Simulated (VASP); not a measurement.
**CaCd2Ga2: single point with PBE**

The system is CaCd2Ga2.

```xyz
5
Lattice="2.3024 3.9879 0.0000 -2.3024 3.9879 0.0000 0.0000 0.0000 6.9789" Properties=species:S:1:pos:R:3 pbc="T T T"
Cd    0.0000    2.6586    4.6007
Cd    0.0000    5.3173    2.3782
Ca    0.0000    0.0000    0.0000
Ga    0.0000    2.6586    1.7606
Ga    0.0000    5.3173    5.2183
```

The cell was built by a generator and needn't be a form met in nature.

```json
{
 "Program": "VASP 6.6.1",
 "Task": "single point",
 "Functional": "PBE",
 "Potentials or basis": "VASP PAW PBE potentials, release 64 (Cd, Ca_sv, Ga_d)",
 "Cutoff": "520 eV",
 "k mesh": "5 × 5 × 3",
 "Occupations": "fermi-dirac, width 0.1 eV",
 "Spin": "no spin polarisation",
 "Dipole correction": "no",
 "Further INCAR settings": "ALGO = Fast; EDIFF = 1e-06; NBANDS = 38"
}
```

The pressure is 0.2 GPa, the largest force is 0.014 eV/Å and the band gap on the k mesh is none (metal or under the smearing width).

Forces on the atoms (eV/Å):
```
Cd   0.000  0.000  0.006
Cd   0.000  0.000 -0.006
Ca   0.000  0.000  0.000
Ga   0.000  0.000 -0.014
Ga   0.000  0.000  0.014
```

Levels at points of the mesh, in eV from the Fermi level:
```
           k point  band 27  band 28  band 29  band 30  band 31  band 32  band 33  band 34
(0.00, 0.00, 0.00)    -3.27     0.35     0.35     1.32     2.63     2.63     2.63     2.63
```

Wall time 2.2 min on 1 thread of Intel(R) Xeon(R) Platinum 8259CL CPU @ 2.50GHz (Skylake/Cascade Lake), with other jobs on the host, peak memory 0.28 GiB.
